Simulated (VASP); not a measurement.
Input:

```
TaGe2
1.0
    4.96348     0.00000     0.00000
   -2.48174     4.29850     0.00000
    0.00000     0.00000     6.75152
Ta Ge
3 6
Direct
  0.50000   0.00000   0.50000
  0.50000   0.50000   0.83333
  0.00000   0.50000   0.16667
  0.16382   0.32764   0.50000
  0.83618   0.16382   0.83333
  0.67236   0.83618   0.16667
  0.83618   0.67236   0.50000
  0.16382   0.83618   0.83333
  0.32764   0.16382   0.16667
```

Method: r2SCAN meta-GGA, VASP's PBE PAW potentials (set 64) (plane waves; VASP). Numerical set-up: 400 eV cut-off, 8×8×5 Γ-centred mesh, tetrahedra with Blöchl corrections, potentials Ta_pv Ge_d.

Unless said otherwise, spin-orbit coupling is left out, though it shifts the bands of the heavy elements here.

Question: Tabulate the total density of states (states/eV per cell) against energy (eV; zero at the valence-band maximum or, without a gap, the Fermi level).

Answer: 
(E (eV), DOS (states/eV)): (-9.92, 2.15); (-9.61, 2.55); (-9.19, 1.47); (-8.88, 2.43); (-8.57, 2.84); (-8.16, 2.73); (-7.85, 2.45); (-7.54, 1.15); (-7.23, 0.63); (-6.82, 0.70); (-6.51, 0.95); (-6.20, 1.67); (-5.78, 4.82); (-5.47, 3.67); (-5.16, 2.12); (-4.75, 4.83); (-4.44, 2.38); (-4.13, 3.56); (-3.72, 4.39); (-3.40, 3.10); (-3.10, 6.30); (-2.79, 7.18); (-2.37, 10.4); (-2.06, 11.7); (-1.75, 4.78); (-1.34, 3.81); (-1.03, 3.08); (-0.72, 1.95); (-0.30, 1.73); (0.01, 3.70); (0.32, 1.84); (0.73, 2.67); (1.04, 5.92); (1.35, 2.34); (1.66, 3.71); (2.07, 7.34); (2.38, 4.99); (2.69, 4.94); (3.11, 7.32); (3.42, 7.08)
Within 2 eV below the Fermi level the largest weight inside VASP's projection spheres is Ta d, then Ge p.

The structure comes from a computed database's TaGe2 entry (P6_222); how it stands against other phases isn't given here. It was relaxed first. The electron count is odd and the run is not spin-polarised, which forces a metal.
